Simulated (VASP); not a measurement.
Given:

```yaml
crystal:
  lattice:
    - [3.30611, 0.00000, 0.00000]
    - [-1.65305, 2.86317, 0.00000]
    - [0.00000, 0.00000, 6.09591]
  atoms:
    - { symbol: Hf, position: [0.00000, 0.00000, 0.00000] }
    - { symbol: Hf, position: [0.00000, 0.00000, 0.50000] }
    - { symbol: B, position: [0.33333, 0.66667, 0.25000] }
    - { symbol: B, position: [0.66667, 0.33333, 0.75000] }
```

Method: PBEsol GGA, VASP's PBE PAW potentials (set 64) (plane waves; VASP). Run with 520 eV cut-off, 12×12×6 Γ-centred mesh, tetrahedra with Blöchl corrections, potentials Hf_pv B.

Unless said otherwise, spin-orbit coupling is left out, though it shifts the bands of the heavy elements here.

### Question
What does the run give for the energy per atom (σ→0), band gap (on the k-mesh) with the smallest direct gap where there is one?

### Answer

- band gap (on the k-mesh): none (metal, semimetal or under 0.01 eV)
- energy per atom (σ→0): -8.775 eV/atom

Only differences to runs with the same potentials and settings are physical.

The structure was generated: HfB was put into the NiAs type type (P6_3/mmc), which need not be its known phase. It was relaxed first, which changed the volume by -32 %.
